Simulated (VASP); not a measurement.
La (dhcp): the lattice constant c from VASP (plane waves, PAW) at several levels of theory. Static lattice.  The measured value holds thermal and zero-point effects that the static calculation lacks.

| level | lattice constant c (Å) | error against measurement |
|---|---|---|
| LDA | 11.454 | -5.9 % |
| PBEsol | 11.705 | -3.8 % |

Measured: 12.171 Å at 293 K (as given by Wikipedia, Lanthanum (infobox)).

The cell of the LDA run:

Space group P6₃/mmc (No. 194); a = b = 3.6018 Å, c = 11.4544 Å, α = β = 90.00°, γ = 120.00°

```csv
atom,site,symmetry,x,y,z
La,2a,-3m.,0.0000,0.0000,0.0000
La,2c,-6m2,0.3333,0.6667,0.2500
```

Only levels that ran to the end are used. Left out are those held back, those with too coarse a band path, GW runs whose mesh misses a band edge, hybrids' fits of cells that aren't cubic and levels without matching references; a question may draw on a part of the rest.

The compound is La in the dhcp structure.
